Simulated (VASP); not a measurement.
Data:

```xyz
7
Lattice="4.1553 0.0000 0.0000 0.0000 4.1553 0.0000 0.0000 0.0000 4.1553" Properties=species:S:1:pos:R:3 pbc="T T T"
La     4.1553     0.0000     0.0000
B      3.3257     2.0776     2.0776
B      2.0776     0.8296     2.0776
B      2.0776     3.3257     2.0776
B      0.8296     2.0776     2.0776
B      2.0776     2.0776     3.3257
B      2.0776     2.0776     0.8296
```

These are PBE GGA, VASP's PBE PAW potentials (set 64) (plane waves; VASP) values and carry that method's errors. Run with 520 eV cut-off, 8×8×8 Γ-centred mesh, tetrahedra with Blöchl corrections, potentials La B.

Estimate the energy per atom (σ→0), band gap (on the k-mesh) with the smallest direct gap where there is one.

band gap (on the k-mesh): none (metal, semimetal or under 0.01 eV)
energy per atom (σ→0): -676.1 kJ/mol-atom

Total energies compare only between runs with the same potentials, cut-off and functional.

The compound is LaB6 in the cab6 structure. It was relaxed first. The electron count is odd and the run is not spin-polarised, which forces a metal.
